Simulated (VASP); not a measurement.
An input for Quantum ESPRESSO's pw.x (written as the equivalent of a VASP run, and not itself run):

```
&CONTROL
  calculation = 'vc-relax'
  pseudo_dir = './pseudo'
  outdir = './out'
  tprnfor = .true.
  tstress = .true.
  nstep = 60
  forc_conv_thr = 0.00078
/
&SYSTEM
  ibrav = 0
  nat = 8
  ntyp = 3
  ecutwfc = 86
  occupations = 'smearing'
  smearing = 'methfessel-paxton'
  degauss = 0.00735
  input_dft = 'pbe'
/
&ELECTRONS
  conv_thr = 7.3e-08
  electron_maxstep = 100
/
&IONS
/
&CELL
/
ATOMIC_SPECIES
  Zn 65.380 Zn.upf
  Se 78.971 Se.upf
  Hg 200.592 Hg.upf
CELL_PARAMETERS angstrom
     6.1216849    0.0000000    0.0000000
    -0.0000000    6.1216849   -0.0000000
     0.0000000   -0.0000000    6.1216849
ATOMIC_POSITIONS crystal
  Zn   0.0000000  0.0000000  0.0000000
  Se   0.2359941  0.2359941  0.2359941
  Se   0.7640059  0.7640059  0.2359941
  Se   0.7640059  0.2359941  0.7640059
  Se   0.2359941  0.7640059  0.7640059
  Hg   0.5000000  0.5000000  0.0000000
  Hg   0.5000000  0.0000000  0.5000000
  Hg   0.0000000  0.5000000  0.5000000
K_POINTS automatic
  5 5 5 0 0 0
```

### Question
Write the VASP files for the same calculation (PBE).

### Answer
This is not unique; one that fits is 
**INCAR**
```
# general
SYSTEM   =  Hg3ZnSe4
PREC     =  Accurate
ENCUT    =  400
LREAL    =  F
LASPH    =  T

# electronic loop
EDIFF    =  1E-6
NELM     =  100
ALGO     =  Normal
LMAXMIX  =  6

# smearing
ISMEAR   =  1
SIGMA    =  0.1

# functional
GGA      =  PE

# ions
IBRION   =  2
NSW      =  60
ISIF     =  3
EDIFFG   =  -0.02

# output
LWAVE    =  F
LCHARG   =  F
```

**KPOINTS**
```
Automatic mesh
0
Gamma
5 5 5
0 0 0
```

### POSCAR
```
Hg3ZnSe4
1
    6.1216849193     0.0000000000     0.0000000000
   -0.0000000000     6.1216849193    -0.0000000000
    0.0000000000    -0.0000000000     6.1216849193
Zn Se Hg
1 4 3
Direct
  0.0000000000   0.0000000000   0.0000000000
  0.2359940901   0.2359940901   0.2359940901
  0.7640059099   0.7640059099   0.2359940901
  0.7640059099   0.2359940901   0.7640059099
  0.2359940901   0.7640059099   0.7640059099
  0.5000000000   0.5000000000   0.0000000000
  0.5000000000   0.0000000000   0.5000000000
  0.0000000000   0.5000000000   0.5000000000
```

POTCAR, in this order: Zn Se Hg (PBE.64 set). Program: vasp_std.

Limits of the translation: the potentials are each code's own (VASP's PAW set, PseudoDojo norm-conserving files in pw.x), so ENCUT and ecutwfc are chosen apart and not converted; conv_thr bounds pw.x's estimated SCF error, while EDIFF bounds the energy change between steps; forc_conv_thr acts on force components and is met together with etot_conv_thr.

The structure was generated: Hg3ZnSe4 was put into an ordered model structure (P-43m), which need not be its known phase. This run relaxes it. Symmetry was kept, so distortions that lower it aren't found. The start is the result of an earlier pass.
